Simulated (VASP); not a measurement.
**HPbNO4: relaxation of cell and atoms with rev-vdW-DF2**

HPbNO4:

```xyz
7
Lattice="4.2041 0.0000 0.0000 2.0217 3.8395 0.0000 2.0469 1.2790 6.2813" Properties=species:S:1:pos:R:3 pbc="T T T"
H     6.4119    3.4218    3.9444
Pb    4.2925    4.6959    5.5497
N     2.2802    1.4940    1.8951
O     6.4140    3.5006    4.9249
O     2.3104    1.0037    0.7095
O     2.3185    0.7238    2.8804
O     2.2113    2.7408    2.0273
```

The cell was built by a generator and needn't be a form met in nature.

```
Program                : VASP 6.6.1
Task                   : relaxation of cell and atoms
Functional             : rev-vdW-DF2
Potentials or basis    : VASP PAW PBE potentials, release 64 (H, Pb_d, N, O)
Cutoff                 : 600 eV
k mesh                 : 7 × 7 × 5
Occupations            : fermi-dirac, width 0.05 eV
Spin                   : no spin polarisation
Further INCAR settings : ALGO = Normal; EDIFF = 1e-06; IBRION = 2; EDIFFG = -0.02; NSW = 40; ISIF = 3
```

```yaml
Relaxed_volume: 13.71 Å³/atom
Relaxed_cell: a = 4.117 Å, b = 4.215 Å, c = 6.676 Å, α = 72.69°, β = 72.44°, γ = 62.17°
Space_group_after_relaxing_to_0.05_Å: P1 (No. 1)
Energy_gained_by_relaxing: 5.9 meV/atom
Ionic_steps: 28
Pressure_after_relaxing: 0.0 GPa
Largest_force_after_relaxing: 0.020 eV/Å
Band_gap_on_the_k_mesh: 2.57 eV, indirect (least direct gap 2.59 eV)
```

Forces in eV/Å, atoms in the order of the input:
```
H   -0.004  0.009 -0.001
Pb  -0.005 -0.004  0.006
N   -0.007  0.004 -0.015
O    0.007  0.002  0.013
O    0.003 -0.006 -0.012
O    0.007 -0.013  0.013
O    0.000  0.008 -0.004
```

Stress tensor (GPa, compression positive):
```
-0.01 -0.02 -0.01
-0.02 -0.10  0.00
-0.01  0.00  0.02
```

The path:
| step | energy change (eV) | largest force (eV/Å) | pressure (GPa) | volume (Å³) |
| --- | --- | --- | --- | --- |
| 1 | 0.0000 | 0.5119 | -0.75 | 101.39 |
| 2 | 0.0119 | 1.0399 | -3.42 | 100.40 |
| 3 | -0.0095 | 0.1634 | -1.85 | 101.00 |
| 4 | -0.0272 | 0.1476 | -0.79 | 98.58 |
| 5 | -0.0296 | 0.2578 | -0.15 | 97.32 |
| 6 | -0.0270 | 0.5701 | 0.51 | 96.32 |
| 7 | -0.0313 | 0.1433 | 0.11 | 96.93 |
| 8 | -0.0331 | 0.1364 | 0.11 | 96.79 |
| 9 | -0.0336 | 0.2709 | 0.14 | 96.66 |
| 10 | -0.0342 | 0.2312 | 0.12 | 96.63 |
| 11 | -0.0358 | 0.1293 | 0.06 | 96.54 |
| 12 | -0.0369 | 0.1532 | -0.06 | 96.35 |
| 13 | -0.0375 | 0.1062 | -0.04 | 96.30 |
| 14 | -0.0381 | 0.0693 | 0.03 | 96.17 |
| 15 | -0.0384 | 0.0691 | -0.02 | 96.16 |
| 16 | -0.0385 | 0.0987 | -0.10 | 96.15 |
| 17 | -0.0386 | 0.0947 | -0.10 | 96.14 |
| 18 | -0.0390 | 0.0847 | -0.07 | 96.10 |
| 19 | -0.0396 | 0.0707 | -0.01 | 96.02 |
| 20 | -0.0401 | 0.0856 | 0.09 | 95.86 |
| 21 | -0.0403 | 0.0353 | 0.04 | 95.87 |
| 22 | -0.0403 | 0.0488 | 0.03 | 95.87 |
| 23 | -0.0405 | 0.0289 | 0.01 | 95.88 |
| 24 | -0.0405 | 0.0523 | -0.01 | 95.90 |
| 25 | -0.0406 | 0.0485 | 0.00 | 95.91 |
| 26 | -0.0408 | 0.0714 | 0.02 | 95.93 |
| 27 | -0.0409 | 0.0537 | 0.00 | 95.94 |
| 28 | -0.0410 | 0.0198 | -0.03 | 95.97 |

Final structure:
```
H Pb N O
1.0
     4.11686   -0.00652    0.00465
     1.97379    3.72408   -0.01570
     2.00944    1.20900    6.25083
H Pb N O
1 1 1 4
Direct
  0.89582 0.68149 0.61922
  0.13703 0.94279 0.88464
  0.25690 0.28538 0.30532
  0.83354 0.65026 0.77720
  0.39353 0.21097 0.11557
  0.31123 0.02948 0.46459
  0.07068 0.61543 0.32496
```

Levels at points of the mesh, in eV from the valence-band top:
```csv
k point,band 18,band 19,band 20,band 21,band 22,band 23,band 24,band 25,band 26
"(0.00, 0.00, 0.00)",-2.28,-2.16,-1.59,-1.57,-0.96,3.31,4.20,5.56,6.11
```

It took 49 min on 4 MPI ranks on Intel(R) Xeon(R) Platinum 8488C (Sapphire Rapids) (shared host), peak memory 0.91 GiB a rank.

Caveat: the standard files for N, O and F lose accuracy on very short bonds; the PAW data sets were made with another functional, which shifts forces and pressure a little; spin-orbit coupling is left out, which as a rule narrows the gap of such compounds by several tenths of an eV; an odd mesh through Γ misses points on the zone boundary, where band edges often lie.
